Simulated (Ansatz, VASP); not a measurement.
## Two plane-wave programs on AlOF

Contents of INCAR:

```
SYSTEM = AlOF
PREC = Accurate
ENCUT = 520
EDIFF = 1E-8
ISMEAR = -1
SIGMA = 0.02
LREAL = Auto
LASPH = .TRUE.
NELM = 100
ALGO = Normal
ISIF = 2
LWAVE = .FALSE.
LCHARG = .FALSE.
GGA = PE
LEFG = .TRUE.
NBANDS = 120
```

Contents of KPOINTS:

```
regular mesh
0
G
  3 3 5
  0 0 0
```

File POSCAR:

```
AlOF
1.0
    9.0697630000      0.0000000000      0.0000000000
    0.0000000000      8.6397980000      0.0000000000
    0.0000000000      0.0000000000      4.9245270000
Al O F
12 12 12
Direct
    0.8674860000      0.9270340000      0.0608800000
    0.8674860000      0.5729660000      0.0608800000
    0.4244190000      0.2500000000      0.1253270000
    0.9244190000      0.2500000000      0.3746730000
    0.3674860000      0.5729660000      0.4391200000
    0.3674860000      0.9270340000      0.4391200000
    0.6325140000      0.0729660000      0.5608800000
    0.6325140000      0.4270340000      0.5608800000
    0.0755810000      0.7500000000      0.6253270000
    0.5755810000      0.7500000000      0.8746730000
    0.1325140000      0.4270340000      0.9391200000
    0.1325140000      0.0729660000      0.9391200000
    0.2343990000      0.2500000000      0.0372130000
    0.9831580000      0.0865770000      0.1928350000
    0.9831580000      0.4134230000      0.1928350000
    0.4831580000      0.0865770000      0.3071650000
    0.4831580000      0.4134230000      0.3071650000
    0.7343990000      0.2500000000      0.4627870000
    0.2656010000      0.7500000000      0.5372130000
    0.5168420000      0.5865770000      0.6928350000
    0.5168420000      0.9134230000      0.6928350000
    0.0168420000      0.5865770000      0.8071650000
    0.0168420000      0.9134230000      0.8071650000
    0.7656010000      0.7500000000      0.9627870000
    0.2544630000      0.9442080000      0.1275340000
    0.2544630000      0.5557920000      0.1275340000
    0.4800630000      0.7500000000      0.1952300000
    0.9800630000      0.7500000000      0.3047700000
    0.7544630000      0.5557920000      0.3724660000
    0.7544630000      0.9442080000      0.3724660000
    0.2455370000      0.0557920000      0.6275340000
    0.2455370000      0.4442080000      0.6275340000
    0.0199370000      0.2500000000      0.6952300000
    0.5199370000      0.2500000000      0.8047700000
    0.7455370000      0.4442080000      0.8724660000
    0.7455370000      0.0557920000      0.8724660000
```

Input for Ansatz:

```yaml
crystal:
  lattice:
    - [9.069763, 0.0, 0.0]
    - [0.0, 8.639798, 0.0]
    - [0.0, 0.0, 4.924527]
  atoms:
    - { symbol: Al, position: [0.867486, 0.927034, 0.06088] }
    - { symbol: Al, position: [0.867486, 0.572966, 0.06088] }
    - { symbol: Al, position: [0.424419, 0.25, 0.125327] }
    - { symbol: Al, position: [0.924419, 0.25, 0.374673] }
    - { symbol: Al, position: [0.367486, 0.572966, 0.43912] }
    - { symbol: Al, position: [0.367486, 0.927034, 0.43912] }
    - { symbol: Al, position: [0.632514, 0.072966, 0.56088] }
    - { symbol: Al, position: [0.632514, 0.427034, 0.56088] }
    - { symbol: Al, position: [0.075581, 0.75, 0.625327] }
    - { symbol: Al, position: [0.575581, 0.75, 0.874673] }
    - { symbol: Al, position: [0.132514, 0.427034, 0.93912] }
    - { symbol: Al, position: [0.132514, 0.072966, 0.93912] }
    - { symbol: O, position: [0.234399, 0.25, 0.037213] }
    - { symbol: O, position: [0.983158, 0.086577, 0.192835] }
    - { symbol: O, position: [0.983158, 0.413423, 0.192835] }
    - { symbol: O, position: [0.483158, 0.086577, 0.307165] }
    - { symbol: O, position: [0.483158, 0.413423, 0.307165] }
    - { symbol: O, position: [0.734399, 0.25, 0.462787] }
    - { symbol: O, position: [0.265601, 0.75, 0.537213] }
    - { symbol: O, position: [0.516842, 0.586577, 0.692835] }
    - { symbol: O, position: [0.516842, 0.913423, 0.692835] }
    - { symbol: O, position: [0.016842, 0.586577, 0.807165] }
    - { symbol: O, position: [0.016842, 0.913423, 0.807165] }
    - { symbol: O, position: [0.765601, 0.75, 0.962787] }
    - { symbol: F, position: [0.254463, 0.944208, 0.127534] }
    - { symbol: F, position: [0.254463, 0.555792, 0.127534] }
    - { symbol: F, position: [0.480063, 0.75, 0.19523] }
    - { symbol: F, position: [0.980063, 0.75, 0.30477] }
    - { symbol: F, position: [0.754463, 0.555792, 0.372466] }
    - { symbol: F, position: [0.754463, 0.944208, 0.372466] }
    - { symbol: F, position: [0.245537, 0.055792, 0.627534] }
    - { symbol: F, position: [0.245537, 0.444208, 0.627534] }
    - { symbol: F, position: [0.019937, 0.25, 0.69523] }
    - { symbol: F, position: [0.519937, 0.25, 0.80477] }
    - { symbol: F, position: [0.745537, 0.444208, 0.872466] }
    - { symbol: F, position: [0.745537, 0.055792, 0.872466] }
kpoints:
  mp_grid: { grid: [3, 3, 5] }
scf:
  occupations: { method: fermi_dirac, width: 0.02 }
hamiltonian:
  xc: pbe
  pseudopotentials: { kind: paw }
output:
  forces: true
  stress: true
  populations: true
  efg:
    quadrupole_moments_barn: { Al: 0.1466, O: -0.02558 }
    contact_densities: true
```

The cell comes from a database or a generator and needn't be the stable form of this composition.

Alike in both runs: task electric field gradients; functional PBE; k mesh 3 × 3 × 5; occupations fermi-dirac, width 0.02 eV; no spin polarisation.

|  | VASP | Ansatz |
| --- | --- | --- |
| version | VASP 6.6.1 | Ansatz 0.2.0 |
| potentials or method | VASP PAW PBE potentials, release 64 (Al, O, F) | plane-wave PAW, scalar-relativistic |
| plane-wave cutoff (eV) | 520 | 420 |
| valence electrons in the cell | 192 | 192 |

```tsv
	VASP	Ansatz	Ansatz less VASP
gap on the k mesh at the Fermi level (eV)	5.25	5.27	+0.015
pressure (GPa)	0.3	0.5	+0.16
largest component of the traceless stress (GPa)	0.28	0.29	+0.009
rms of the force components (eV/Å)	0.025	0.026	+0.0010
Vzz of the field gradient on the site that differs most (V/Å²)	-46.1	-47.8	-1.72
```

Atom by atom the forces differ by 0.009 eV/Å (rms over components).

Caveats: an odd mesh through Γ misses points on the zone boundary, where band edges often lie.
